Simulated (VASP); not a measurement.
A run of VASP 6.6.1 is set up as follows.

POSCAR

```
PtSe2
1.0
    3.6760280789      0.0000000000      0.0000000000
   -1.8380140395      3.1835336978      0.0000000000
    0.0000000000      0.0000000000     20.5310000000
  Se              Pt
     2     1
Direct
     0.6666666699999979    0.3333333300000021    0.4370135847021504
     0.3333333300000021    0.6666666699999979    0.5629864152978495
     0.0000000000000000    1.0000000000000000    0.5000000000000000
```

The input INCAR.step1:

```
SYSTEM = PtSe2
ALGO = Normal ; EDIFF = 1E-8
EDIFFG = -0.002 ; ENCUT = 600
GGA = CA ; IBRION = 2
ISIF = 2 ; ISMEAR = 0
LASPH = .TRUE. ; LATTICE_CONSTRAINTS = .TRUE. .TRUE. .FALSE.
LCHARG = .FALSE. ; LREAL = .FALSE.
LWAVE = .FALSE. ; NELM = 80
NSW = 40 ; PREC = Accurate
SIGMA = 0.03
```

Contents of INCAR.step2:

```
SYSTEM = PtSe2
ALGO = Normal ; EDIFF = 1E-8
ENCUT = 600 ; GGA = CA
IBRION = 6 ; ISIF = 2
ISMEAR = 0 ; LASPH = .TRUE.
LATTICE_CONSTRAINTS = .TRUE. .TRUE. .FALSE. ; LCHARG = .FALSE.
LREAL = .FALSE. ; LWAVE = .FALSE.
NELM = 80 ; NFREE = 2
NSW = 1 ; POTIM = 0.015
PREC = Accurate ; SIGMA = 0.03
```

File KPOINTS:

```
k-points
0
G
  9 9 1
  0 0 0
```

Potentials or basis: VASP PAW LDA potentials, release 64 (Se, Pt).

Launch:

```console
$ cat potpaw_LDA.64/Se/POTCAR potpaw_LDA.64/Pt/POTCAR > POTCAR
$ cp INCAR.step1 INCAR
$ mpirun -np 1 vasp_std > vasp.out
$ cp CONTCAR POSCAR
$ cp INCAR.step2 INCAR
$ mpirun -np 1 vasp_std > vasp.out
```

**Question.** What does it give for the highest phonon frequency at Γ, LO-TO splitting left out?

**Answer.** 234 cm⁻¹.

Phonon frequencies in cm⁻¹ (negative: imaginary):
```tsv
q point	frequencies
(0.000, 0.000, 0.000)	0 0 0 181 181 209 230 230 234
```

The run has no spin-orbit coupling, so splittings on Pt are missing.
